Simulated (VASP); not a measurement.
Data:

```
BP
1.0
    0.00000     2.27315     2.27315
    2.27315     0.00000     2.27315
    2.27315     2.27315     0.00000
B P
1 1
Direct
  0.00000   0.00000   0.00000
  0.25000   0.25000   0.25000
```

The numbers are results of modified Becke-Johnson potential (mBJ), VASP's PBE PAW potentials (set 64) (plane waves; VASP 6.6.1), not measurements. Run with 520 eV cut-off, 8×8×8 Γ-centred mesh, Gaussian smearing of 0.050 eV, potentials B P.

mBJ is a potential without an energy functional, so only the levels count.

Task: Predict the band gap (over mesh and band path) with the smallest direct gap where there is one.

Result: 
```yaml
band gap (over mesh and band path): 2.09 eV
smallest direct gap (over mesh and band path): 4.26 eV
```

The absolute energy has meaning only against runs of the same code, potentials and settings.

The compound is BP in the zinc blende structure. It was relaxed first. The cell's shape comes from a PBE relaxation.
